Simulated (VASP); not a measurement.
# Ca3ZrN3 (P4/mmm) in VASP: further runs

Aim: see how the results for Ca3ZrN3 move with the level of theory and the settings. Levels: PBE, r2SCAN. Tasks: relaxation of cell and atoms, single point.

Everything below comes from runs of VASP 6.6.1. Logs are shortened: lines on timing, memory, paths and dates and some standing lists are left out, and cuts for length are marked.

### Step 1. The structure

Symmetry: P4/mmm, No. 123, tetragonal system. Conventional cell: a = 3.518 Å, b = 3.518 Å, c = 9.713 Å, α = 90.00°, β = 90.00°, γ = 90.00°. Ca (site symmetry 4/mmm) has 6 N at 2.49 to 2.81 Å as nearest neighbours. Ca (site symmetry 4mm) has 5 N at 2.38 to 2.52 Å as nearest neighbours. Zr (site symmetry 4/mmm) has 2 N at 2.05 Å as nearest neighbours. N (site symmetry 4/mmm) has 6 Ca at 2.38 to 2.49 Å as nearest neighbours. N (site symmetry 4mm) is surrounded by 1 Zr at 2.05 Å.

The cell was built by a generator and needn't be a form met in nature.

### Step 2. Relaxation of cell and atoms, PBE

File INCAR:

```
SYSTEM = Ca3ZrN3
PREC = Accurate ; ENCUT = 520
EDIFF = 1E-6 ; ISMEAR = 0
SIGMA = 0.1 ; LREAL = .FALSE.
LASPH = .TRUE. ; NELM = 120
ALGO = Normal ; ISIF = 3
LWAVE = .FALSE. ; LCHARG = .FALSE.
GGA = PE ; IBRION = 2
NSW = 90 ; EDIFFG = -0.01
KPAR = 4
```

File KPOINTS:

```
regular mesh
0
G
  8 8 4
  0 0 0
```

File POSCAR:

```
Ca3ZrN3
1.0
    3.5175000000      0.0000000000      0.0000000000
    0.0000000000      3.5175000000      0.0000000000
    0.0000000000      0.0000000000      9.7130000000
Ca Zr N
3 1 3
Direct
    0.0000000000      0.0000000000      0.0000000000
    0.5000000000      0.5000000000      0.2455472000
    0.5000000000      0.5000000000      0.7544528000
    0.0000000000      0.0000000000      0.5000000000
    0.5000000000      0.5000000000      0.0000000000
    0.0000000000      0.0000000000      0.2889941300
    0.0000000000      0.0000000000      0.7110058700
```

Potentials or basis: VASP PAW PBE potentials, release 64 (Ca_sv, Zr_sv, N).

Started as:

```console
cat potpaw_PBE.64/Ca_sv/POTCAR potpaw_PBE.64/Zr_sv/POTCAR potpaw_PBE.64/N/POTCAR > POTCAR
mpirun -np 4 vasp_std > vasp.out
```

OUTCAR:

```text
SYSTEM = Ca3ZrN3
   PREC = Accurate
   ENCUT = 520
   EDIFF = 1E-6
   ISMEAR = 0
   LREAL = .FALSE.
   LASPH = .TRUE.
   NELM = 120
   ISIF = 3
   GGA = PE
   IBRION = 2
   NSW = 90
   EDIFFG = -0.01

 ion  position               nearest neighbor table
   1  0.000  0.000  0.000-
   2  0.500  0.500  0.246-   5 2.38   4 3.51   4 3.51   4 3.51   4 3.51
   3  0.500  0.500  0.754-   5 2.38   4 3.51   4 3.51   4 3.51   4 3.51
   4  0.000  0.000  0.500-   6 2.05   7 2.05   2 3.51   3 3.51   2 3.51   3 3.51   2 3.51   3 3.51
                             2 3.51   3 3.51
   5  0.500  0.500  0.000-   2 2.38   3 2.38
   6  0.000  0.000  0.289-   4 2.05
   7  0.000  0.000  0.711-   4 2.05

  LATTYP: Found a simple tetragonal cell.
 ALAT       =     3.5175000000
 C/A-ratio  =     2.7613361763

  Lattice vectors:

 A1 = (   3.5175000000,   0.0000000000,   0.0000000000)
 A2 = (   0.0000000000,   3.5175000000,   0.0000000000)
 A3 = (   0.0000000000,   0.0000000000,   9.7130000000)

Analysis of symmetry for initial positions (statically):
=====================================================================
 Subroutine PRICEL returns:
 Original cell was already a primitive cell.

 Routine SETGRP: Setting up the symmetry group for a
 simple tetragonal supercell.

 Subroutine GETGRP returns: Found 16 space group operations
 (whereof 16 operations were pure point group operations)
 out of a pool of 16 trial point group operations.

The static configuration has the point symmetry D_4h.

Analysis of symmetry for dynamics (positions and initial velocities):
=====================================================================
 Subroutine PRICEL returns:
 Original cell was already a primitive cell.

 Routine SETGRP: Setting up the symmetry group for a
 simple tetragonal supercell.

 Subroutine GETGRP returns: Found 16 space group operations
 (whereof 16 operations were pure point group operations)
 out of a pool of 16 trial point group operations.

The dynamic configuration has the point symmetry D_4h.

 Subroutine INISYM returns: Found 16 space group operations
 (whereof 16 operations are pure point group operations),
 and found     1 'primitive' translations

----------------------------------------------------------------------------------------

                                     Primitive cell

  volume of cell :     120.1771

  direct lattice vectors                    reciprocal lattice vectors
     3.517500000  0.000000000  0.000000000     0.284292822  0.000000000  0.000000000
     0.000000000  3.517500000  0.000000000     0.000000000  0.284292822  0.000000000
     0.000000000  0.000000000  9.713000000     0.000000000  0.000000000  0.102954803

  length of vectors
     3.517500000  3.517500000  9.713000000     0.284292822  0.284292822  0.102954803

  position of ions in fractional coordinates (direct lattice)
     0.000000000  0.000000000  0.000000000
     0.500000000  0.500000000  0.245547200
     0.500000000  0.500000000  0.754452800
     0.000000000  0.000000000  0.500000000
     0.500000000  0.500000000  0.000000000
     0.000000000  0.000000000  0.288994130
     0.000000000  0.000000000  0.711005870

  ion indices of the primitive-cell ions
   primitive index   ion index
                 1           1
                 2           2
                 3           3
                 4           4
                 5           5
                 6           6
                 7           7

----------------------------------------------------------------------------------------

 KPOINTS: regular mesh

Automatic generation of k-mesh.
 Grid dimensions read from file:
 generate k-points for:    8    8    4

 Generating k-lattice:

  Cartesian coordinates                     Fractional coordinates (reciprocal lattice)
     0.035536603  0.000000000  0.000000000     0.125000000  0.000000000  0.000000000
     0.000000000  0.035536603  0.000000000     0.000000000  0.125000000  0.000000000
     0.000000000  0.000000000  0.025738701     0.000000000  0.000000000  0.250000000

  Length of vectors
     0.035536603  0.035536603  0.025738701

  Shift w.r.t. Gamma in fractional coordinates (k-lattice)
     0.000000000  0.000000000  0.000000000

 Subroutine IBZKPT returns following result:
 ===========================================

 Found     45 irreducible k-points:

 Following reciprocal coordinates:
            Coordinates               Weight
  0.000000  0.000000  0.000000      1.000000
  0.125000  0.000000  0.000000      4.000000
  0.250000  0.000000  0.000000      4.000000
  0.375000  0.000000  0.000000      4.000000
  0.500000  0.000000  0.000000      2.000000
  0.125000  0.125000  0.000000      4.000000
[... 16 lines left out ...]
  0.375000  0.125000  0.250000     16.000000
  0.500000  0.125000  0.250000      8.000000
 [... further k-points ...]
   k-points           NKPTS =     45   k-points in BZ     NKDIM =     45   number of bands    NBANDS=     34
   number of dos      NEDOS =    301   number of ions     NIONS =      7
   total plane-waves  NPLWV =  56448
   dimension x,y,z NGX =    28 NGY =   28 NGZ =   72
   dimension x,y,z NGXF=    56 NGYF=   56 NGZF=  144
   ions per type =               3   1   3
   NGX,Y,Z   is equivalent  to a cutoff of  13.23, 13.23, 12.32 a.u.
   NGXF,Y,Z  is equivalent  to a cutoff of  26.47, 26.47, 24.65 a.u.
 SYSTEM =  Ca3ZrN3
   PREC   = accura    normal or accurate (medium, high low for compatibility)
   ISTART =      0    job   : 0-new  1-cont  2-samecut
   ICHARG =      2    charge: 1-file 2-atom 10-const
   ISPIN  =      1    spin polarized calculation?
   LNONCOLLINEAR =      F non collinear calculations
   LSORBIT =      F    spin-orbit coupling
   LASPH  =      T    aspherical Exc in radial PAW
   ENCUT  =  520.0 eV  38.22 Ry    6.18 a.u.   6.54  6.54 18.06*2*pi/ulx,y,z
   NELM   =    120;   NELMIN=  2; NELMDL= -5     # of ELM steps
   EDIFF  = 0.1E-05   stopping-criterion for ELM
   LREAL  =      F    real-space projection
   EDIFFG = -.1E-01   stopping-criterion for IOM
   NSW    =     90    number of steps for IOM
   IBRION =      2    ionic relax: 0-MD 1-quasi-New 2-CG
   NFREE  =      1    steps in history (QN), initial steepest desc. (CG)
   ISIF   =      3    stress and relaxation
   ISYM   =      2    0-nonsym 1-usesym 2-fastsym
   POTIM  = 0.5000    time-step for ionic-motion
   TEBEG  =    0.0;   TEEND  =   0.0 temperature during run
   PSTRESS=    0.0 pullay stress
   NELECT =      57.0000    total number of electrons
   NUPDOWN=      -1.0000    fix difference up-down
   EMIN   =  10.00;   EMAX   =-10.00  energy-range for DOS
   EFERMI =   0.00;   METHOD = LEGACY
   ISMEAR =     0;   SIGMA  =   0.10  broadening in eV -4-tet -1-fermi 0-gaus
   EFERMI_NEDOS =   21; number of points for ismear=-14 and -15
   IALGO  =     38    algorithm
   IMIX   =      4    mixing-type and parameters
     AMIX     =   0.40;   BMIX     =  1.00
     AMIX_MAG =   1.60;   BMIX_MAG =  1.00
  volume/ion in A,a.u.               =      17.17       115.86
  Fermi-wavevector in a.u.,A,eV,Ry     =   1.276711  2.412634 22.177372  1.629991
  Thomas-Fermi vector in A             =   2.409352
   LORBIT       =      0    0 simple, 1 ext, 2 COOP (PROOUT), +10 PAW based schemes
   GGA     = PE    functional components
   LHFCALC =     F    Hartree Fock is set to
   AEXX    =    0.0000 exact exchange contribution
   IVDW    =     0    specifies the selected vdW correction
   LEPSILON=     F    determine dielectric tensor
   LRPA    =     F    only Hartree local field effects (RPA)
 conjugate gradient relaxation of ions
 non-spin polarized calculation
 Gauss-broadening in eV      SIGMA  =   0.10
  energy-cutoff  :      520.00
  volume of cell :      120.18
 maximum number of plane-waves:      3285
 NGX is ok and might be reduce to    28
   NGX = 13   NGY = 13   NGZ = 37

--------------------------------------- Ionic step        1  -------------------------------------------

 number of electron      56.9999996 magnetization

 Free energy of the ion-electron system (eV)
  ---------------------------------------------------
  ext. energy  EPLUGINS =         0.00000000
  ---------------------------------------------------
  free energy    TOTEN  =       -44.44180830 eV

  energy without entropy =      -44.40534456  energy(sigma->0) =      -44.42357643

------------------------ aborting loop because EDIFF is reached ----------------------------------------

  FORCE on cell =-STRESS in cart. coord.  units (eV):
  Direction    XX          YY          ZZ          XY          YZ          ZX
  --------------------------------------------------------------------------------------
  -------------------------------------------------------------------------------------
  Total       -0.0071516     -0.0071516      1.0054917      0.0000000      0.0000000      0.0000000
  in kB       -0.0953434     -0.0953434     13.4050204      0.0000000      0.0000000      0.0000000
  external PRESSURE =       4.4047779 kB  Pullay stress =       0.0000000 kB
[... 149 lines left out ...]
  energy  without entropy=      -44.4124226588  energy(sigma->0) =      -44.43044607

--------------------------------------- Ionic step        5  -------------------------------------------

 number of electron      57.0000001 magnetization

 Free energy of the ion-electron system (eV)
  ---------------------------------------------------
  ext. energy  EPLUGINS =         0.00000000
  ---------------------------------------------------
  free energy    TOTEN  =       -44.45028392 eV

  energy without entropy =      -44.41462450  energy(sigma->0) =      -44.43245421

 E-fermi :   3.6573     XC(G=0): -10.1122

 val. band max:        3.6496812549   @ k =   0.3750   0.2500   0.0000
 cond. band min:       3.6748045110   @ k =   0.0000   0.0000   0.5000
 fundamental gap:      0.0251232561
 Fermi energy:         3.6572716290

 k-point     1 :       0.0000    0.0000    0.0000
  band No.  band energies     occupation
      1     -44.6455      2.00000
      2     -34.9684      2.00000
      3     -34.9572      2.00000
      4     -34.8475      2.00000
      5     -22.7368      2.00000
      6     -22.7368      2.00000
[... 877 lines left out ...]
     33       7.6217      0.00000
     34       8.2182      0.00000

 [... further k-points ...]

------------------------ aborting loop because EDIFF is reached ----------------------------------------

  FORCE on cell =-STRESS in cart. coord.  units (eV):
  Direction    XX          YY          ZZ          XY          YZ          ZX
  --------------------------------------------------------------------------------------
  -------------------------------------------------------------------------------------
  Total       -0.0568349     -0.0568349      0.0350566      0.0000000     -0.0000000      0.0000000
  in kB       -0.7532925     -0.7532925      0.4646426      0.0000000     -0.0000000      0.0000000
  external PRESSURE =      -0.3473142 kB  Pullay stress =       0.0000000 kB
[... 22 lines left out ...]
  FREE ENERGIE OF THE ION-ELECTRON SYSTEM (eV)
  ---------------------------------------------------
  free  energy   TOTEN  =       -44.4502839173 eV

  energy  without entropy=      -44.4146244979  energy(sigma->0) =      -44.43245421

 reached required accuracy - stopping structural energy minimisation
```

Wall time 1.7 min (4 MPI ranks of AMD EPYC 9R45 (Zen 5), shared host); peak memory 0.33 GiB.

Results:

```yaml
Free_energy: -44.4503 eV
Relaxed_volume: 17.27 Å³/atom
Relaxed_cell: a = 3.505 Å, b = 3.505 Å, c = 9.842 Å, α = 90.00°, β = 90.00°, γ = 90.00°
Space_group_after_relaxing_to_0.05_Å: P4/mmm (No. 123)
Energy_gained_by_relaxing: 1.2 meV/atom
Ionic_steps: 5
Pressure_after_relaxing: 0.0 GPa
Largest_force_after_relaxing: 0.007 eV/Å
Band_gap_on_the_k_mesh: none (metal or under the smearing width)
```

Forces on the atoms (eV/Å):
```
Ca   0.000  0.000  0.000
Ca   0.000  0.000 -0.001
Ca   0.000  0.000  0.001
Zr   0.000  0.000  0.000
N    0.000  0.000  0.000
N    0.000  0.000 -0.007
N    0.000  0.000  0.007
```

Step by step:
```
step  energy change (eV)  largest force (eV/Å)  pressure (GPa)  volume (Å³)
   1              0.0000                0.0558            0.44       120.18
   2             -0.0031                0.2190           -0.39       121.00
   3             -0.0032                0.1979           -0.28       120.89
   4             -0.0067                0.1110           -0.18       120.89
   5             -0.0085                0.0067           -0.03       120.88
```

Final structure:
```xyz
7
Lattice="3.5046 0.0000 0.0000 0.0000 3.5046 0.0000 0.0000 0.0000 9.8421" Properties=species:S:1:pos:R:3 pbc="T T T"
Ca    0.0000    0.0000    0.0000
Ca    1.7523    1.7523    2.4206
Ca    1.7523    1.7523    7.4215
Zr    0.0000    0.0000    4.9210
N     1.7523    1.7523    0.0000
N     0.0000    0.0000    2.8710
N     0.0000    0.0000    6.9711
```

### Step 3. Relaxation of cell and atoms, PBE

This run uses another cell than the first one, of 17.27 Å³/atom, 1.006 times its volume.

File INCAR:

```
SYSTEM = Ca3ZrN3
PREC = Accurate ; ENCUT = 520
EDIFF = 1E-7 ; ISMEAR = 0
SIGMA = 0.1 ; LREAL = .FALSE.
LASPH = .TRUE. ; NELM = 120
ALGO = Normal ; ISIF = 3
LWAVE = .FALSE. ; LCHARG = .FALSE.
GGA = PE ; IBRION = 2
NSW = 60 ; EDIFFG = -0.005
POTIM = 0.3 ; KPAR = 4
```

KPOINTS is that of step 2.

File POSCAR:

```
Ca3ZrN3                                 
1.0
    3.5045912193      0.0000000000      0.0000000000
    0.0000000000      3.5045912193      0.0000000000
    0.0000000000      0.0000000000      9.8420837503
  Ca              Zr              N             
     3     1     3
Direct
     0.0000000000000000    0.0000000000000000    0.0000000000000000
     0.5000000000000000    0.5000000000000000    0.2459393851491810
     0.5000000000000000    0.5000000000000000    0.7540606148508190
     0.0000000000000000    0.0000000000000000    0.5000000000000000
     0.5000000000000000    0.5000000000000000    0.0000000000000000
     0.0000000000000000    0.0000000000000000    0.2917053657206360
     0.0000000000000000    0.0000000000000000    0.7082946342793640
```

Potentials or basis: VASP PAW PBE potentials, release 64 (Ca_sv, Zr_sv, N).

Started as:

```console
cat potpaw_PBE.64/Ca_sv/POTCAR potpaw_PBE.64/Zr_sv/POTCAR potpaw_PBE.64/N/POTCAR > POTCAR
mpirun -np 4 vasp_std > vasp.out
```

Wall time 60 s (4 MPI ranks of AMD EPYC 9R45 (Zen 5), shared host); peak memory 0.34 GiB.

The run converged. Its results:

| Quantity | Value |
| --- | --- |
| Free energy | -44.4508 eV |
| Relaxed volume | 17.26 Å³/atom |
| Relaxed cell | a = 3.504 Å, b = 3.504 Å, c = 9.844 Å, α = 90.00°, β = 90.00°, γ = 90.00° |
| Space group after relaxing (to 0.05 Å) | P4/mmm (No. 123) |
| Energy gained by relaxing | 0.0 meV/atom |
| Ionic steps | 2 |
| Pressure after relaxing | 0.0 GPa |
| Band gap on the k mesh | none (metal or under the smearing width) |

Forces in eV/Å, atoms in the order of the input:
```
Ca   0.000  0.000  0.000
Ca   0.000  0.000 -0.002
Ca   0.000  0.000  0.002
Zr   0.000  0.000  0.000
N    0.000  0.000  0.000
N    0.000  0.000  0.003
N    0.000  0.000 -0.003
```

Final structure:
```
CELL_PARAMETERS angstrom
3.50382 0.00000 0.00000
0.00000 3.50382 0.00000
0.00000 0.00000 9.84386
ATOMIC_POSITIONS crystal
Ca 0.00000 0.00000 0.00000
Ca 0.50000 0.50000 0.24593
Ca 0.50000 0.50000 0.75407
Zr 0.00000 0.00000 0.50000
N 0.50000 0.50000 0.00000
N 0.00000 0.00000 0.29169
N 0.00000 0.00000 0.70831
```

Levels at points of the mesh, in eV from the Fermi level:
```
           k point  band 27  band 28  band 29  band 30  band 31  band 32
(0.00, 0.00, 0.00)     0.03     0.03     0.54     0.54     3.11     3.53
(0.50, 0.00, 0.00)    -0.54    -0.53    -0.33     1.55     2.01     2.36
(0.50, 0.50, 0.00)    -0.63    -0.23     0.10     2.52     2.52     4.37
(0.00, 0.00, 0.50)     0.02     0.02     0.54     0.54     2.95     3.53
(0.50, 0.00, 0.50)    -0.54    -0.53    -0.27     1.54     2.00     2.44
(0.50, 0.50, 0.50)    -0.64    -0.18    -0.03     2.80     2.80     3.52
```

### Step 4. Single point, r2SCAN

This run uses another cell than the first one, of 17.26 Å³/atom, 1.006 times its volume.

File INCAR:

```
SYSTEM = Ca3ZrN3
PREC = Accurate ; ENCUT = 520
EDIFF = 1E-6 ; ISMEAR = 0
SIGMA = 0.1 ; LREAL = .FALSE.
LASPH = .TRUE. ; NELM = 150
ALGO = Normal ; ISIF = 2
LWAVE = .FALSE. ; LCHARG = .FALSE.
METAGGA = R2SCAN ; LMIXTAU = .TRUE.
NBANDS = 38 ; KPAR = 4
```

KPOINTS is that of step 3.

File POSCAR:

```
Ca3ZrN3                                 
1.0
    3.5038200788      0.0000000000     -0.0000000000
    0.0000000000      3.5038200788     -0.0000000000
   -0.0000000000      0.0000000000      9.8438572825
  Ca              Zr              N             
     3     1     3
Direct
     1.0000000000000000    1.0000000000000000    0.0000000000000000
     0.5000000000000000    0.5000000000000000    0.2459339778947287
     0.5000000000000000    0.5000000000000000    0.7540660221052713
     1.0000000000000000    1.0000000000000000    0.5000000000000000
     0.5000000000000000    0.5000000000000000    0.0000000000000000
     1.0000000000000000    1.0000000000000000    0.2916875071008719
     1.0000000000000000    1.0000000000000000    0.7083124928991281
```

Started as:

```console
cat potpaw_PBE.64/Ca_sv/POTCAR potpaw_PBE.64/Zr_sv/POTCAR potpaw_PBE.64/N/POTCAR > POTCAR
mpirun -np 4 vasp_std > vasp.out
```

Wall time 3 min (4 MPI ranks of AMD EPYC 9R45 (Zen 5), shared host); peak memory 0.36 GiB.

The run converged. Its results:

```yaml
Free_energy: -77.4799 eV
Pressure: -0.8 GPa
Largest_force: 0.087 eV/Å
Band_gap_on_the_k_mesh: none (metal or under the smearing width)
```

Forces on the atoms (eV/Å):
```
Ca   0.000  0.000  0.000
Ca   0.000  0.000 -0.086
Ca   0.000  0.000  0.086
Zr   0.000  0.000  0.000
N    0.000  0.000  0.000
N    0.000  0.000  0.087
N    0.000  0.000 -0.087
```

Stress tensor (GPa, compression positive):
```
-0.73  0.00  0.00
 0.00 -0.73  0.00
 0.00  0.00 -1.03
```

Levels at points of the mesh, in eV from the Fermi level:
```tsv
k point	band 26	band 27	band 28	band 29	band 30	band 31	band 32	band 33
(0.00, 0.00, 0.00)	-0.11	0.02	0.02	0.56	0.56	3.55	3.80	4.08
(0.50, 0.00, 0.00)	-0.73	-0.53	-0.50	-0.34	1.57	2.21	2.68	4.77
(0.50, 0.50, 0.00)	-0.63	-0.63	-0.25	0.07	2.89	2.89	4.68	4.68
(0.00, 0.00, 0.50)	-0.10	0.01	0.01	0.56	0.56	3.40	3.80	4.36
(0.50, 0.00, 0.50)	-0.72	-0.53	-0.51	-0.29	1.57	2.20	2.77	4.85
(0.50, 0.50, 0.50)	-0.64	-0.64	-0.20	-0.06	3.19	3.19	3.85	3.85
```

Caveat: the PAW data sets were made with another functional, which shifts forces and pressure a little.
